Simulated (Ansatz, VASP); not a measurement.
## CaO (Lime) in two plane-wave programs

Aim: how closely do two programs agree when they are given the same cell, functional and k mesh? The cell is taken from a series of runs on this material, whose earlier steps may have relaxed or scaled it; both programs get it as it stands.

Calculated with Ansatz 0.2.0; plane waves, with VASP 6.6.1 beside it; single point at LDA.

## (1) Set-up

Symmetry: Fm-3m, No. 225, cubic system. Conventional cell: a = 4.813 Å, b = 4.813 Å, c = 4.813 Å, α = 90.00°, β = 90.00°, γ = 90.00°. Nearest to Ca lie 6 O at 2.41 Å. O has 6 Ca at 2.41 Å nearest. Farther neighbours and most contacts between anions are not listed.

As a file:

```
Ca O
1.0
     0.00000    2.40650    2.40650
     2.40650    0.00000    2.40650
     2.40650    2.40650    0.00000
Ca O
1 1
Direct
  0.00000 0.00000 0.00000
  0.50000 0.50000 0.50000
```

## (2) VASP: single point, LDA

A single point gives forces, pressure and levels at one fixed geometry, so differences don't come from the geometry; what else differs is listed under the comparison.

Lines of VASP's logs that name or quote its potential files are left out, and so is its time.

File INCAR:

```
SYSTEM = CaO
PREC = Accurate
ENCUT = 1230
EDIFF = 1E-06
NELM = 100
ISMEAR = 0
SIGMA = 0.01
LREAL = .FALSE.
ALGO = Normal
GGA = CA
NBANDS = 14
LORBIT = 11
LWAVE = .FALSE.
LCHARG = .FALSE.
KPAR = 2
ISIF = 2
```

File POSCAR:

```
CaO
1.0
    0.0000000000      2.4065000000      2.4065000000
    2.4065000000      0.0000000000      2.4065000000
    2.4065000000      2.4065000000      0.0000000000
Ca O
1 1
Direct
    0.0000000000      0.0000000000      0.0000000000
    0.5000000000      0.5000000000      0.5000000000
```

File KPOINTS:

```
Automatic mesh
0
Gamma
4 4 4
0 0 0
```

PAW data sets: Ca_sv and O_h (LDA family, release 64).

The run is started by

```
mpirun -np 2 vasp_std
```

Numbers of over 12 decimals in the logs are rounded to 6 here.

Output:

```text
[banner, memory and clock lines left out]
running    2 mpi-ranks, on    1 nodes
 distrk:  each k-point on    1 cores,    2 groups
 distr:  one band on    1 cores,    1 groups

 POSCAR found type information on POSCAR CaO
 POSCAR found :  2 types and       2 ions
 LDA part: xc-table for (Slater(with rela. corr.)+CA(PZ))
 , standard interpolation
 POSCAR, INCAR and KPOINTS ok, starting setup
 FFT: planning ... GRIDC
 FFT: planning ... GRID_SOFT
 FFT: planning ... GRID
 WAVECAR not read
 entering main loop
       N       E                     dE             d eps       ncg     rms          rms(c)
DAV:   1     0.187548013805E+03    0.18755E+03   -0.13227E+04   224   0.221E+03
DAV:   2     0.110167110199E+01   -0.18645E+03   -0.17440E+03   266   0.407E+02
DAV:   3    -0.153119829724E+02   -0.16414E+02   -0.15956E+02   292   0.108E+02
DAV:   4    -0.158730581819E+02   -0.56108E+00   -0.56069E+00   292   0.198E+01
DAV:   5    -0.158804125038E+02   -0.73543E-02   -0.73526E-02   292   0.179E+00    0.854E+00
DAV:   6    -0.143241929951E+02    0.15562E+01   -0.55305E+00   278   0.226E+01    0.390E+00
DAV:   7    -0.142239176498E+02    0.10028E+00   -0.59459E-01   264   0.812E+00    0.182E+00
DAV:   8    -0.141914057672E+02    0.32512E-01   -0.97543E-02   266   0.344E+00    0.388E-01
DAV:   9    -0.141901427298E+02    0.12630E-02   -0.69823E-03   298   0.628E-01    0.117E-01
DAV:  10    -0.141902977988E+02   -0.15507E-03   -0.40866E-04   256   0.286E-01    0.460E-02
DAV:  11    -0.141902712340E+02    0.26565E-04   -0.44854E-05   316   0.838E-02    0.903E-03
DAV:  12    -0.141902702475E+02    0.98654E-06   -0.93628E-06   264   0.375E-02
   1 F= -.14190270E+02 E0= -.14190270E+02  d E =-.287437E-96
```

From OUTCAR (step 2):

```text
ion  position               nearest neighbor table
   1  0.000  0.000  0.000-
   2  0.500  0.500  0.500-

  LATTYP: Found a face centered cubic cell.
 ALAT       =     4.8130000000

 Subroutine GETGRP returns: Found 48 space group operations
 (whereof 48 operations were pure point group operations)

The static configuration has the point symmetry O_h .

 Found      8 irreducible k-points:

   k-points           NKPTS =      8   k-points in BZ     NKDIM =      8   number of bands    NBANDS=     14

   dimension x,y,z NGX =    40 NGY =   40 NGZ =   40
   dimension x,y,z NGXF=    80 NGYF=   80 NGZF=   80

   ENCUT  = 1230.0 eV  90.40 Ry    9.51 a.u.   9.73  9.73  9.73*2*pi/ulx,y,z

   NELECT =      16.0000    total number of electrons

 k-points in reciprocal lattice and weights: Automatic mesh
   0.00000000  0.00000000  0.00000000       0.016
   0.25000000  0.00000000  0.00000000       0.125
   0.50000000  0.00000000  0.00000000       0.062
   0.25000000  0.25000000  0.00000000       0.094
   0.50000000  0.25000000  0.00000000       0.375
  -0.25000000  0.25000000  0.00000000       0.188
   0.50000000  0.50000000  0.00000000       0.047
  -0.25000000  0.50000000  0.25000000       0.094

 average (electrostatic) potential at core
       1 -43.6091       2-116.7539

 E-fermi :   2.4215

 k-point     1 :       0.0000    0.0000    0.0000
  band No.  band energies     occupation
    ...
      4     -15.8602      2.00000
      5     -12.9233      2.00000
      6       2.2752      2.00000
      7       2.2752      2.00000
      8       2.2752      2.00000
      9       6.8011      0.00000
     10       8.3684      0.00000
     11       8.3684      0.00000
     12       8.3684      0.00000
     13       9.9213      0.00000
    ...

 k-point     2 :       0.2500    0.0000    0.0000
  band No.  band energies     occupation
    ...
      4     -15.8886      2.00000
      5     -12.2300      2.00000
      6       0.7000      2.00000
      7       1.6003      2.00000
      8       1.6003      2.00000
      9       8.3830      0.00000
     10       8.9505      0.00000
     11       9.3466      0.00000
     12       9.3466      0.00000
     13      11.1907      0.00000
    ...

 k-point     3 :       0.5000    0.0000    0.0000
  band No.  band energies     occupation
    ...
      4     -15.9166      2.00000
      5     -11.6858      2.00000
      6      -0.4274      2.00000
      7       1.0509      2.00000
      8       1.0509      2.00000
      9       9.2080      0.00000
     10      10.5528      0.00000
     11      10.5528      0.00000
     12      10.5537      0.00000
     13      12.6649      0.00000
    ...

  Total       -1.1572098     -1.1572098     -1.1572098     -0.0000000     -0.0000000     -0.0000000
  in kB      -66.5173730    -66.5173730    -66.5173730     -0.0000000     -0.0000000     -0.0000000
  external PRESSURE =     -66.5173730 kB  Pullay stress =       0.0000000 kB

  energy-cutoff  :     1230.00
  volume of cell :       27.87
      direct lattice vectors                 reciprocal lattice vectors
     0.000000000  2.406500000  2.406500000    -0.207770621  0.207770621  0.207770621
     2.406500000  0.000000000  2.406500000     0.207770621 -0.207770621  0.207770621
     2.406500000  2.406500000  0.000000000     0.207770621  0.207770621 -0.207770621

 POSITION                                       TOTAL-FORCE (eV/Angst)
 -----------------------------------------------------------------------------------
      0.00000      0.00000      0.00000        -0.000000     -0.000000     -0.000000
      2.40650      2.40650      2.40650         0.000000      0.000000      0.000000
 -----------------------------------------------------------------------------------
    total drift:                                0.000000     -0.000000      0.000000

  FREE ENERGIE OF THE ION-ELECTRON SYSTEM (eV)
  ---------------------------------------------------
  free  energy   TOTEN  =       -14.1902702475 eV

  energy  without entropy=      -14.1902702475  energy(sigma->0) =      -14.19027025

 total charge
# of ion       s       p       d       tot
------------------------------------------
    1        2.040   5.873   0.306   8.219
    2        1.022   2.303   0.000   3.325
--------------------------------------------------
tot          3.062   8.176   0.306  11.543

[... 3 further parts left out ...]
```

The run ends at a pressure of -6.65 GPa.

## (3) Ansatz: single point, LDA

Ansatz runs on its default PAW (the set named soft_2) files.

The same cell, functional (in two slightly different forms), mesh and smearing now go to Ansatz, which takes its cutoff from its data sets.

File input.yaml:

```yaml
crystal:
  lattice:
    - [0.0, 2.4065, 2.4065]
    - [2.4065, 0.0, 2.4065]
    - [2.4065, 2.4065, 0.0]
  atoms:
    - { symbol: Ca, position: [0.0, 0.0, 0.0] }
    - { symbol: O, position: [0.5, 0.5, 0.5] }
hamiltonian:
  xc: lda
  pseudopotentials: { kind: paw }
kpoints:
  mp_grid: { grid: [4, 4, 4] }
scf:
  occupations: { method: gaussian, width: 0.01 }
  n_extra_bands: 4
output:
  forces: true
  stress: true
  eigenvalues: true
```

The run is started by

```
ansatz run input.yaml --threads 2 --pin off --max-ram 4608MiB --backend cpu --events-out ev --progress --plain --runs-dir out
```

Output:

```text
scf.n_extra_bands = 4 over 8 filled bands (N_el = 16.0): the run solves 12 bands
Engine: ansatz 0.2.0, aarch64-unknown-linux-gnu
Pseudopotentials: kind: paw
Pseudopotential: Ca, paw, valence charge 10, recommended cutoff 420 eV (normal), Ca.paw.azcp
Pseudopotential: O, paw, valence charge 6, recommended cutoff 420 eV (normal), O.paw.azcp
Functional definition: SPW92
  exchange = slater_x
  correlation = pw_c
Crystal: 2 atoms, lattice volume = 27.873 Å³
Basis set: ecut = 420 eV, 537 PW (Γ)
Bands: 12, of which v1, the nominal top of the filled ones, is band 8 counted from 1 (7 counted from 0)
Symmetry: 48 space group operations
Space group: Fm-3m (ITA 225), of the structure as read, at distance tolerance 3.0e-5 Å
k-points: 8 of 64
Non-local potential: Ca, projectors of the file, l = 0: 3, l = 1: 2, l = 2: 2
Non-local potential: O, projectors of the file, l = 0: 2, l = 1: 2, l = 2: 1
PAW form: soft (Blöchl's): semilocal exchange-correlation on the pseudo side does not see the compensation charge
PAW frozen core: Ca, regenerated for the run's functional, and the local potential with it (the file was generated under x = pbe(κ = 0.804, μ = 0.219515), c = pbe(β = 0.066725))
PAW frozen core: O, regenerated for the run's functional, and the local potential with it (the file was generated under x = pbe(κ = 0.804, μ = 0.219515), c = pbe(β = 0.066725))
PAW one-centre angular grid: Ca, 110 points (default); XC on 64 Gauss nodes
PAW one-centre angular grid: O, 110 points (default); XC on 64 Gauss nodes
Initial density: superposition of atomic densities (neutral atoms: chi_scale 0, normalization atom), corrected by the library's trained network
Initial wavefunctions: pseudopotential atomic-orbital guess
Functional: x = slater, c = lda
SCF iter   1: F=—  HF=-2331.608837 eV  |F-HF|=—  |Δ(HF+E_count)|=         —  Δρ=1.56e-2  dr2=6.63e-2  ethr=1.77e-3  ⟨swp⟩=7.2  Hψ=667  notcnv=0
preconditioner: auto → none  [insulator: Δε(μ)=3.229 eV  Ē_g=17.770 eV  σ=0.010 eV  W_gap=1.00  n_scr=8 (ndim 8)  ℏωp=26.3 eV  f_vac=0.000  D(μ)=0.00/eV (n_scr^D=0)  ε∞_Penn≈3.2]
SCF iter   2: F=—  HF=-2331.601285 eV  |F-HF|=—  |Δ(HF+E_count)|=   7.55e-3  Δρ=1.39e-2  dr2=4.20e-2  ethr=4.14e-4  ⟨swp⟩=2.0  Hψ=215  notcnv=0
SCF iter   3: F=—  HF=-2331.591098 eV  |F-HF|=—  |Δ(HF+E_count)|=   1.02e-2  Δρ=2.44e-3  dr2=1.10e-3  ethr=2.63e-4  ⟨swp⟩=2.0  Hψ=152  notcnv=0
SCF iter   4: F=—  HF=-2331.590772 eV  |F-HF|=—  |Δ(HF+E_count)|=   3.26e-4  Δρ=6.01e-4  dr2=3.65e-5  ethr=6.87e-6  ⟨swp⟩=3.0  Hψ=188  notcnv=0
SCF iter   5: F=—  HF=-2331.590759 eV  |F-HF|=—  |Δ(HF+E_count)|=   1.27e-5  Δρ=1.57e-4  dr2=6.29e-6  ethr=2.28e-7  ⟨swp⟩=2.0  Hψ=128  notcnv=0
SCF iter   6: F=—  HF=-2331.590758 eV  |F-HF|=—  |Δ(HF+E_count)|=   1.39e-6  Δρ=2.22e-5  dr2=1.14e-7  ethr=3.93e-8  ⟨swp⟩=2.0  Hψ=119  notcnv=0
SCF iter   7: F=-2331.590758 eV  HF=-2331.590758 eV  |F-HF|=1.48e-9  |Δ(HF+E_count)|=   2.31e-8  Δρ=3.03e-6  dr2=2.11e-9  ethr=6.25e-10  ⟨swp⟩=3.9  Hψ=277  notcnv=0
SCF 1 converged in 7 iterations: F = -2331.590758 eV  dr2 = 2.11e-9
  greatest PAW one-centre occupation: 0.996 electrons in one spin orbital (limit 2), on the Ca atom at site 0 (counted from 0), in its partial waves of l = 0
SCF converged after 7 iterations
Free energy (F): -2331.590758 eV
Harris-Foulkes:  -2331.590758 eV  (|F-HF|=1.48e-9)
Internal energy: -2331.590758 eV  (E = F + TS)
E sigma→0 (E₀):  -2331.590758 eV
Fermi energy:    8.987279 eV
--- Per-component energies (eV) ---
  E_band       = -105.228176
  E_kinetic    = 453.478017
  E_local      = -894.859102  (includes V_loc(G=0)·N_el)
  E_nonlocal   = 116.713985
  E_hartree    = 293.731310
  E_xc         = -209.515805
  E_vxc        = -265.601746  (∫ρ·V_xc dr)
  E_paw        = -963.141834  (= ΣΔE_a)
  E_vpaw       = -102.425561  (= ΣTr[D̂ρ^β])
  E_aug_tail   = 0.002481  (compensation charges beyond the density's cutoff)
  E_ewald      = -1128.379897
  E_core_change = 0.380087  (= ΣΔE_core)
  E_smearing   = -0.000000  (= −TS)
  E_closure    = 0.000000  (closes the sum)
  Σ components = -2331.590758   (vs F -2331.590758, Δ=0.00e0)
--- Forces (eV/Å), atoms counted from 1 ---
  atom   1  Ca    -0.00000000     0.00000000     0.00000000
  atom   2  O      0.00000000    -0.00000000    -0.00000000
  max |Σ_I F_I| component: 1.89e-29 eV/Å
--- Stress (GPa, compression-positive) ---
       -7.339224      -0.000000       0.000000
        0.000000      -7.339224      -0.000000
        0.000000      -0.000000      -7.339224
  P = ⅓ Tr σ = -7.3392 GPa (-73.392 kbar)
--- Band table (eV; the first three rows and the last of 8) ---
  k-point 0: bands = [... 4 lower, -7.9534, 7.2474, 7.2474, 7.2474, 11.7734, 13.3563, 13.3563, 13.3563]
  k-point 1: bands = [... 4 lower, -7.2708, 5.6790, 6.5807, 6.5807, 13.3642, 13.9245, 14.3279, 14.3279]
  k-point 2: bands = [... 4 lower, -6.7330, 4.5571, 6.0370, 6.0370, 14.1880, 15.5210, 15.5283, 15.5283]
  k-point 7: bands = [... 4 lower, -7.3103, 5.9463, 6.1723, 6.1723, 13.4338, 13.4338, 15.5877, 16.7554]
```

The run ends at a pressure of -7.34 GPa.

## (4) Differences

Known differences besides the PAW data sets themselves: the two LDA forms differ slightly; the cutoff is 420 eV in Ansatz and 1230 eV in VASP; Ansatz makes its cores anew for this functional, VASP keeps those of its LDA data sets. Total energies have different zeros and are not compared.

Both answers:

| quantity | Ansatz | VASP | difference |
| --- | --- | --- | --- |
| pressure (GPa) | -7.34 | -6.65 | -0.69 |
| gap on the k mesh (eV) | 3.480 | 3.456 | +0.024 |

Ansatz's pressure holds a Pulay correction of 0.63 GPa; VASP's holds none.

## (5) Results

| Item | Value |
| --- | --- |
| difference in gap on the k mesh (single point, LDA) | 0.024 eV |
| difference in pressure (single point, LDA) | -0.69 GPa |

In words: The difference in pressure is -0.69 GPa (single point, LDA), within the 1 GPa picked in this series as the mark of a large difference. How closely two codes agree says nothing of how well the functional describes the real material.

[Lines on the potential files, build, host, timing and source positions are cut from VASP's logs without a mark.]

[Logs are printed without paths, hosts, clocks, repeated set-up lines and the standing remarks that a program may print on its own settings, such as how far it seeks lower states.]

[Hosts, paths, dates, database ids (printed as entryN), source tags and the programs' standing remarks are cut or masked in the printed files.]
